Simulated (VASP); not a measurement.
```yaml
crystal:
  lattice:
    - [0.00000, 3.00000, 3.00000]
    - [3.00000, 0.00000, 3.00000]
    - [3.00000, 3.00000, 0.00000]
  atoms:
    - { symbol: Li, position: [0.25000, 0.25000, 0.25000] }
    - { symbol: Li, position: [0.75000, 0.75000, 0.75000] }
    - { symbol: Se, position: [0.00000, 0.00000, 0.00000] }
```

Calculation: PBE GGA with D3 dispersion (zero damping), VASP's PBE PAW potentials (set 64) (plane waves; VASP). Run with 520 eV cut-off, 7×7×7 Γ-centred mesh, Gaussian smearing of 0.050 eV, potentials Li_sv Se.

Problem. Predict the energy per atom (σ→0), pressure.

Solution. 
```json
{
  "energy per atom (σ→0)": "-3.896 eV/atom",
  "pressure": "-2.06 GPa"
}
```

The compound is Li2Se in the antifluorite structure. This cell is one point of a volume scan, at 1.06 of the reference volume.
